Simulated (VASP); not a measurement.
These are PBEsol GGA, VASP's PBE PAW potentials (set 64) (plane waves; VASP) values and carry that method's errors.

The input files of a VASP run:

**INCAR**
```
ALGO=Normal
EDIFF=1E-6
EDIFFG=-0.02
ENCUT=520
GGA=PS
IBRION=2
ISIF=3
ISMEAR=0
LASPH=.TRUE.
LCHARG=.FALSE.
LMAXMIX=4
LREAL=.FALSE.
LWAVE=.FALSE.
NELM=100
NSW=60
PREC=Accurate
SIGMA=0.05
SYSTEM=BaCa3O4
```

KPOINTS:
```
Automatic mesh
0
Gamma
4 4 7
0 0 0
```

POSCAR:
```
BaCa3O4
1.0
 -0.0068288069   4.9953073281   4.9905108659
  4.9953073281  -0.0068288069   4.9905108659
  2.4942392606   2.4942392606   0.0000000000
Ca O Ba
3 4 1
Cartesian
  0.0000000000   0.0000000000   0.0000000000
  2.4976536640  -0.0034144034   2.4952554330
 -0.0034144034   2.4976536640   2.4952554330
  2.4942392608   2.4942392608   2.3854007855
  5.1050261741   2.3776916077   4.9905108659
  2.3776916077   5.1050261741   4.9905108659
  4.9884785210   4.9884785210   7.5956209463
  2.4942392606   2.4942392606   4.9905108659
```

POTCAR, in this order: Ca_sv O Ba_sv (PBE.64 set). Program: vasp_std.

**Question.** What will the output report for the number of irreducible k-points (NKPTS), number of bands (NBANDS), largest plane-wave count, number of space-group operations, FFT grid (NGX, NGY, NGZ)?

**Answer.** 
The number of irreducible k-points (NKPTS) is 37, the number of bands (NBANDS) is 38 and the largest plane-wave count is 3379. The number of space-group operations is 8 and the FFT grid (NGX, NGY, NGZ) comes out as 54 × 54 × 28.

The structure was generated: BaCa3O4 was put into an ordered model structure (Cmmm), which need not be its known phase. This run relaxes it. Symmetry was kept, so distortions that lower it aren't found. The start is the result of an earlier pass.
